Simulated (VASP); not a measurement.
Here is the system:

```xyz
4
Lattice="3.4848 0.0000 0.0000 0.0000 3.4848 0.0000 0.0000 0.0000 24.7903" Properties=species:S:1:pos:R:3 pbc="T T T"
Pb     0.0000     1.7424     8.6990
Pb     1.7424     0.0000    11.1631
Pb     0.0000     1.7424    13.6272
Pb     1.7424     0.0000    16.0913
```

Calculation: PBEsol GGA, VASP's PBE PAW potentials (set 64) (plane waves; VASP). Run with PREC = Normal, EDIFF = 1E-5, 400 eV cut-off, 8×8×1 Γ-centred mesh, first-order Methfessel-Paxton smearing of 0.10 eV, potentials Pb_d.

**Question.** The ions are relaxed. What does this cell relax into?

**Answer.** 
```xyz
4
Lattice="3.4848 0.0000 0.0000 0.0000 3.4848 0.0000 0.0000 0.0000 24.7903" Properties=species:S:1:pos:R:3 pbc="T T T"
Pb     0.0000     1.7424     8.7475
Pb     1.7424     0.0000    11.0695
Pb     3.4848     1.7424    13.7207
Pb     1.7424     3.4848    16.0428
```

**Question.** How much energy does the relaxation gain?

**Answer.** The energy (σ→0) changes by -20.0 meV/atom, in 6 ionic steps.

The cell is a thin slab with vacuum, built from Pb (fcc): (100) face.
